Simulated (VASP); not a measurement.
All values below come from r2SCAN meta-GGA, VASP's PBE PAW potentials (set 64) (plane waves; VASP).

VASP input:

INCAR:
```
ALGO=Normal
EDIFF=1E-6
EDIFFG=-0.02
ENCUT=520
IBRION=2
ISIF=3
ISMEAR=0
LASPH=.TRUE.
LCHARG=.FALSE.
LMIXTAU=.TRUE.
LREAL=.FALSE.
LWAVE=.FALSE.
METAGGA=R2SCAN
NELM=100
NSW=60
PREC=Accurate
SIGMA=0.05
SYSTEM=SiC
```

POSCAR:
```
SiC
1.0
  1.5385284524  -2.6648092055   0.0000000000
  1.5385284524   2.6648092055   0.0000000000
  0.0000000000   0.0000000000   5.0519806083
Si C
2 2
direct
  0.6666670000   0.3333330000   0.4996384767
  0.3333330000   0.6666670000   0.9996384767
  0.6666670000   0.3333330000   0.8753615233
  0.3333330000   0.6666670000   0.3753615233
```

### KPOINTS
```
Automatic mesh
0
Gamma
8 8 4
```

POTCAR, in this order: Si C (PBE.64 set). Program: vasp_std.

Output of the run:

File OSZICAR:
```
       N       E                     dE             d eps       ncg     rms          rms(c)
DAV:   1     0.285817918129E+02    0.28582E+02   -0.78224E+03   720   0.124E+03
DAV:   2    -0.415210882270E+02   -0.70103E+02   -0.64134E+02  1020   0.198E+02
DAV:   3    -0.446068512895E+02   -0.30858E+01   -0.30708E+01   948   0.422E+01
DAV:   4    -0.446410410927E+02   -0.34190E-01   -0.34169E-01   880   0.522E+00
DAV:   5    -0.446415950694E+02   -0.55398E-03   -0.55389E-03   932   0.636E-01    0.130E+01
DAV:   6    -0.390082338384E+02    0.56334E+01   -0.99028E+00   884   0.212E+01    0.747E+00
DAV:   7    -0.380513893662E+02    0.95684E+00   -0.65538E-01   836   0.700E+00    0.291E+00
DAV:   8    -0.384839840460E+02   -0.43259E+00   -0.96886E-01   856   0.815E+00    0.179E+00
DAV:   9    -0.384274959399E+02    0.56488E-01   -0.25384E-01   808   0.505E+00    0.447E-01
DAV:  10    -0.386278113169E+02   -0.20032E+00   -0.75210E-02   776   0.300E+00    0.392E-01
DAV:  11    -0.386298336502E+02   -0.20223E-02   -0.42304E-03   872   0.677E-01    0.149E-01
DAV:  12    -0.386358076214E+02   -0.59740E-02   -0.45967E-03   772   0.803E-01    0.605E-02
DAV:  13    -0.386370907081E+02   -0.12831E-02   -0.59299E-04   804   0.304E-01    0.573E-02
DAV:  14    -0.386366129485E+02    0.47776E-03   -0.75388E-05   884   0.103E-01    0.424E-02
DAV:  15    -0.386372642091E+02   -0.65126E-03   -0.36841E-04   768   0.221E-01    0.178E-02
DAV:  16    -0.386371677741E+02    0.96435E-04   -0.11537E-05   884   0.453E-02    0.117E-02
DAV:  17    -0.386371777789E+02   -0.10005E-04   -0.33149E-07   536   0.747E-03    0.624E-03
DAV:  18    -0.386371704389E+02    0.73400E-05   -0.48154E-07   416   0.595E-03    0.456E-03
DAV:  19    -0.386371747200E+02   -0.42811E-05   -0.11889E-07   412   0.432E-03    0.297E-03
DAV:  20    -0.386371653587E+02    0.93613E-05   -0.93163E-08   392   0.275E-03    0.101E-03
DAV:  21    -0.386371656590E+02   -0.30029E-06   -0.10330E-08   396   0.105E-03
   1 F= -.38637166E+02 E0= -.38637166E+02  d E =-.386372E+02
       N       E                     dE             d eps       ncg     rms          rms(c)
DAV:   1    -0.386371970345E+02   -0.31676E-04   -0.13754E-02   848   0.108E+00    0.148E-01
DAV:   2    -0.386371721692E+02    0.24865E-04   -0.55224E-04   844   0.198E-01    0.778E-02
DAV:   3    -0.386370800296E+02    0.92140E-04   -0.16612E-04   840   0.953E-02    0.158E-02
DAV:   4    -0.386371318025E+02   -0.51773E-04   -0.46642E-05   760   0.722E-02    0.102E-02
DAV:   5    -0.386370988412E+02    0.32961E-04   -0.16006E-05   756   0.442E-02    0.815E-03
DAV:   6    -0.386371448161E+02   -0.45975E-04   -0.54993E-06   812   0.281E-02    0.333E-03
DAV:   7    -0.386371126299E+02    0.32186E-04   -0.15491E-06   472   0.156E-02    0.126E-03
DAV:   8    -0.386371225602E+02   -0.99303E-05   -0.31334E-07   400   0.656E-03    0.285E-04
DAV:   9    -0.386371212827E+02    0.12775E-05   -0.37555E-08   388   0.174E-03    0.418E-04
DAV:  10    -0.386371213258E+02   -0.43105E-07   -0.62601E-09   384   0.700E-04
   2 F= -.38637121E+02 E0= -.38637121E+02  d E =0.443332E-04
       N       E                     dE             d eps       ncg     rms          rms(c)
DAV:   1    -0.386374045706E+02   -0.28329E-03   -0.37377E-03   844   0.563E-01    0.773E-02
DAV:   2    -0.386373863711E+02    0.18199E-04   -0.15050E-04   844   0.103E-01    0.408E-02
DAV:   3    -0.386373918131E+02   -0.54420E-05   -0.45632E-05   836   0.498E-02    0.830E-03
DAV:   4    -0.386373629463E+02    0.28867E-04   -0.12761E-05   756   0.378E-02    0.534E-03
DAV:   5    -0.386373911380E+02   -0.28192E-04   -0.41819E-06   756   0.226E-02    0.418E-03
DAV:   6    -0.386373647639E+02    0.26374E-04   -0.13250E-06   440   0.144E-02    0.142E-03
DAV:   7    -0.386373870724E+02   -0.22309E-04   -0.48927E-07   388   0.820E-03    0.346E-04
DAV:   8    -0.386373811863E+02    0.58861E-05   -0.48056E-08   384   0.260E-03    0.277E-04
DAV:   9    -0.386373812360E+02   -0.49753E-07   -0.43751E-09   384   0.607E-04
   3 F= -.38637381E+02 E0= -.38637381E+02  d E =-.215577E-03
```

File OUTCAR:
```
------------------------ aborting loop because EDIFF is reached ----------------------------------------
  FORCE on cell =-STRESS in cart. coord.  units (eV):
  Direction    XX          YY          ZZ          XY          YZ          ZX
  --------------------------------------------------------------------------------------
  Total        0.0066688      0.0066688     -0.0092649      0.0000000      0.0000000      0.0000000
  in kB        0.2586268      0.2586268     -0.3593060      0.0000000      0.0000000      0.0000000
  external PRESSURE =       0.0526492 kB  Pullay stress =       0.0000000 kB
  volume of cell :       41.31
      direct lattice vectors                 reciprocal lattice vectors
     1.537187696 -2.662486949  0.000000000     0.325269322 -0.187794348  0.000000000
     1.537187696  2.662486949  0.000000000     0.325269322  0.187794348  0.000000000
     0.000000000  0.000000000  5.047084924     0.000000000  0.000000000  0.198134174
  FREE ENERGIE OF THE ION-ELECTRON SYSTEM (eV)
  ---------------------------------------------------
  free  energy   TOTEN  =       -38.6373812360 eV

  energy  without entropy=      -38.6373812360  energy(sigma->0) =      -38.63738124

 reached required accuracy - stopping structural energy minimisation
```
(Selected blocks of OUTCAR.)

File CONTCAR:
```
SiC
   1.00000000000000
     1.5371876964227358   -2.6624869486619782    0.0000000000000000
     1.5371876964227358    2.6624869486619782    0.0000000000000000
     0.0000000000000000    0.0000000000000000    5.0470849235524105
  Si              C
     2     2
Direct
     0.6666669999999968    0.3333330000000032    0.4996030278273149
     0.3333330000000032    0.6666669999999968    0.9996030278273149
     0.6666669999999968    0.3333330000000032    0.8753969721726851
     0.3333330000000032    0.6666669999999968    0.3753969721726851
```

The compound is SiC in the wurtzite structure, the rare 2H polytype. This run relaxes it. Symmetry was kept, so distortions that lower it aren't found. The start is the result of an earlier pass.
